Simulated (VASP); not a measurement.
Given:

```xyz
4
Lattice="4.1189 0.0000 0.0000 0.0000 4.1189 0.0000 0.0000 0.0000 6.5889" Properties=species:S:1:pos:R:3 pbc="T T T"
Pb     2.0594     0.0000     5.4007
Pb     0.0000     2.0594     1.1882
O      2.0594     2.0594     0.0000
O      0.0000     0.0000     0.0000
```

These are RPBE GGA, VASP's PBE PAW potentials (set 64) (plane waves; VASP) values and carry that method's errors. Settings: 520 eV cut-off, 6×6×4 Γ-centred mesh, tetrahedra with Blöchl corrections, potentials Pb_d O.

The cores are frozen, which limits the accuracy of field gradients. Without a dispersion term in the relaxation, distances and binding between the weakly bound layers, chains or molecules are unreliable, and so is what depends on them.

Problem. Give the principal components of the electric field gradient (V/Å²) and the asymmetry η at each nucleus.

Solution. 
| atom | Vxx | Vyy | Vzz | η |
|---|---|---|---|---|
| Pb1 | 101.3 | 101.3 | -202.7 | 0.00 |
| Pb2 | 101.3 | 101.3 | -202.7 | 0.00 |
| O3 | 4.5 | 4.5 | -8.9 | 0.00 |
| O4 | 4.5 | 4.5 | -8.9 | 0.00 |

The compound is PbO in the litharge structure. It was relaxed first, which changed the volume by +41 %.
